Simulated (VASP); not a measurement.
Consider the following.

```
LiCl
1.0
    0.00000     2.54580     2.54580
    2.54580     0.00000     2.54580
    2.54580     2.54580     0.00000
Li Cl
1 1
Direct
  0.00000   0.00000   0.00000
  0.50000   0.50000   0.50000
```

All values below come from r2SCAN meta-GGA, VASP's PBE PAW potentials (set 64) (plane waves; VASP). Numerical set-up: 520 eV cut-off, 8×8×8 Γ-centred mesh, Gaussian smearing of 0.050 eV, potentials Li_sv Cl.

Question: What does the run give for the energy per atom (σ→0), band gap (on the k-mesh) with the smallest direct gap where there is one?

Answer: 
| Property | Result |
|---|---|
| band gap (on the k-mesh) | 7.44 eV |
| smallest direct gap (on the k-mesh) | 7.44 eV |
| energy per atom (σ→0) | -6.294 eV/atom |

The absolute energy has meaning only against runs of the same code, potentials and settings.

The compound is LiCl in the rock salt structure. It was relaxed first. The start is the result of an earlier pass.
